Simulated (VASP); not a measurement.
Computed with r2SCAN meta-GGA, VASP's PBE PAW potentials (set 64) (plane waves; VASP).

VASP input:

POSCAR:
```
CsH
3.1853810
  0.0000000000   1.0000000262   1.0000000262
  1.0000000262   0.0000000000   1.0000000262
  1.0000000262   1.0000000262   0.0000000000
Cs H
1 1
direct
  0.0000000000   0.0000000000   0.0000000000
  0.5000000000   0.5000000000   0.5000000000
```

File KPOINTS_OPT:
```
k-points along high-symmetry lines
10
Line-mode
Reciprocal
  0.000000   0.000000   0.000000 ! GAMMA
  0.500000   0.000000   0.500000 ! X

  0.500000   0.000000   0.500000 ! X
  0.625000   0.250000   0.625000 ! U

  0.375000   0.375000   0.750000 ! K
  0.000000   0.000000   0.000000 ! GAMMA

  0.000000   0.000000   0.000000 ! GAMMA
  0.500000   0.500000   0.500000 ! L

  0.500000   0.500000   0.500000 ! L
  0.500000   0.250000   0.750000 ! W

  0.500000   0.250000   0.750000 ! W
  0.500000   0.000000   0.500000 ! X
```

INCAR:
```
SYSTEM = CsH
PREC = Accurate
ENCUT = 400
EDIFF = 1E-7
NELM = 100
ALGO = Normal
LREAL = .FALSE.
LASPH = .TRUE.
ISMEAR = -5
METAGGA = R2SCAN
LMIXTAU = .TRUE.
LMAXMIX = 4
LWAVE = .FALSE.
LCHARG = .FALSE.
LORBIT = 11
NEDOS = 601
ISIF = 2
```

File KPOINTS:
```
Regular mesh
0
G
  8 8 8
```

POTCAR, in this order: Cs_sv H (PBE.64 set). Program: vasp_std.

What VASP printed:

File OSZICAR:
```
       N       E                     dE             d eps       ncg     rms          rms(c)
DAV:   1     0.166749137835E+02    0.16675E+02   -0.36734E+03   522   0.762E+02
DAV:   2    -0.290965792884E+02   -0.45771E+02   -0.45123E+02   674   0.130E+02
DAV:   3    -0.318209944645E+02   -0.27244E+01   -0.27229E+01   567   0.387E+01
DAV:   4    -0.318404828104E+02   -0.19488E-01   -0.19487E-01   850   0.376E+00
DAV:   5    -0.318405081156E+02   -0.25305E-04   -0.25305E-04   676   0.935E-02    0.354E+00
DAV:   6    -0.287640199952E+02    0.30765E+01   -0.46499E-01   623   0.638E+00    0.203E+00
DAV:   7    -0.289501640414E+02   -0.18614E+00   -0.35515E+00   590   0.957E+00    0.160E+00
DAV:   8    -0.290583081817E+02   -0.10814E+00   -0.21027E-01   546   0.309E+00    0.121E+00
DAV:   9    -0.288643883067E+02    0.19392E+00   -0.14417E-01   566   0.258E+00    0.255E-01
DAV:  10    -0.289984151943E+02   -0.13403E+00   -0.21365E-01   547   0.427E+00    0.484E-01
DAV:  11    -0.289791120375E+02    0.19303E-01   -0.13725E-02   680   0.139E+00    0.268E-01
DAV:  12    -0.289818213491E+02   -0.27093E-02   -0.44458E-03   554   0.552E-01    0.142E-01
DAV:  13    -0.289832289766E+02   -0.14076E-02   -0.12147E-02   532   0.771E-01    0.445E-02
DAV:  14    -0.289835274715E+02   -0.29849E-03   -0.54391E-04   704   0.200E-01    0.716E-02
DAV:  15    -0.289835042757E+02    0.23196E-04   -0.13614E-04   544   0.161E-01    0.589E-02
DAV:  16    -0.289834190141E+02    0.85262E-04   -0.84559E-04   545   0.153E-01    0.743E-03
DAV:  17    -0.289833780141E+02    0.41000E-04   -0.37337E-05   575   0.548E-02    0.606E-03
DAV:  18    -0.289833792158E+02   -0.12017E-05   -0.21765E-05   574   0.288E-02    0.342E-03
DAV:  19    -0.289833787627E+02    0.45306E-06   -0.21207E-06   595   0.137E-02    0.743E-04
DAV:  20    -0.289833796867E+02   -0.92401E-06   -0.43392E-07   581   0.732E-03    0.410E-04
DAV:  21    -0.289833800737E+02   -0.38694E-06   -0.17553E-07   579   0.499E-03    0.389E-04
DAV:  22    -0.289833799882E+02    0.85451E-07   -0.31576E-08   510   0.177E-03
   1 F= -.28983380E+02 E0= -.28983380E+02  d E =0.000000E+00
       N       E                     dE             ncg
       N       E                     dE             ncg
       N       E                     dE             ncg
```

File OUTCAR:
```
------------------------ aborting loop because EDIFF is reached ----------------------------------------
  FORCE on cell =-STRESS in cart. coord.  units (eV):
  Direction    XX          YY          ZZ          XY          YZ          ZX
  --------------------------------------------------------------------------------------
  Total       -0.0236235     -0.0236235     -0.0236235     -0.0000000     -0.0000000      0.0000000
  in kB       -0.5855189     -0.5855189     -0.5855189     -0.0000000     -0.0000000      0.0000000
  external PRESSURE =      -0.5855189 kB  Pullay stress =       0.0000000 kB
  volume of cell :       64.64
      direct lattice vectors                 reciprocal lattice vectors
     0.000000000  3.185381083  3.185381083    -0.156967090  0.156967090  0.156967090
     3.185381083  0.000000000  3.185381083     0.156967090 -0.156967090  0.156967090
     3.185381083  3.185381083  0.000000000     0.156967090  0.156967090 -0.156967090
 POSITION                                       TOTAL-FORCE (eV/Angst)
 -----------------------------------------------------------------------------------
      0.00000      0.00000      0.00000        -0.000000      0.000000      0.000000
      3.18538      3.18538      3.18538         0.000000     -0.000000     -0.000000
 -----------------------------------------------------------------------------------
    total drift:                                0.000000      0.000000      0.000000
  FREE ENERGIE OF THE ION-ELECTRON SYSTEM (eV)
  ---------------------------------------------------
  free  energy   TOTEN  =       -28.9833799882 eV

  energy  without entropy=      -28.9833799882  energy(sigma->0) =      -28.98337999

 total charge

# of ion       s       p       d       tot
------------------------------------------
    1        1.866   4.709   0.032   6.607
    2        0.497   0.000   0.000   0.497
--------------------------------------------------
tot          2.363   4.710   0.032   7.104
```
(Selected blocks of OUTCAR.)

The structure comes from a computed database's CsH entry (Fm-3m); how it stands against other phases isn't given here. It was relaxed first.
